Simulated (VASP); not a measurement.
All values below come from PBE GGA, VASP's PBE PAW potentials (set 64) (plane waves; VASP 6.6.1).

VASP ran on this input.

POSCAR:
```
PtS2
1
    1.7862673589    -3.0939058939     0.0000000000
    1.7862673589     3.0939058939    -0.0000000000
    0.0000000000     0.0000000000     6.0565498255
Pt S
1 2
Direct
  0.0000000000   0.0000000000   0.0000000000
  0.3333330000   0.6666670000   0.2026287619
  0.6666670000   0.3333330000   0.7973712381
```

**KPOINTS**
```
Automatic mesh
0
Gamma
8 8 4
0 0 0
```

**INCAR**
```
# general
SYSTEM   =  PtS2
PREC     =  Accurate
ENCUT    =  520
LREAL    =  .FALSE.
LASPH    =  .TRUE.

# electronic loop
EDIFF    =  1E-7
NELM     =  100
ALGO     =  Normal
LMAXMIX  =  6

# smearing
ISMEAR   =  -5

# functional
GGA      =  PE

# ions
ISIF     =  2

# output
LWAVE    =  .FALSE.
LCHARG   =  .TRUE.
LORBIT   =  11
NEDOS    =  601

# other
LEFG     =  .TRUE.
```

POTCAR, in this order: Pt S (PBE.64 set). Program: vasp_std.

Question: What will the output report for the number of irreducible k-points (NKPTS), largest plane-wave count, number of space-group operations, FFT grid (NGX, NGY, NGZ)?

Answer: 
The number of irreducible k-points (NKPTS) is 35 and the largest plane-wave count is 1835. The number of space-group operations is 12 and the FFT grid (NGX, NGY, NGZ) comes out as 28 × 28 × 48.

The compound is PtS2 in the 1T layered structure. It was relaxed first, which changed the volume by +22 %.
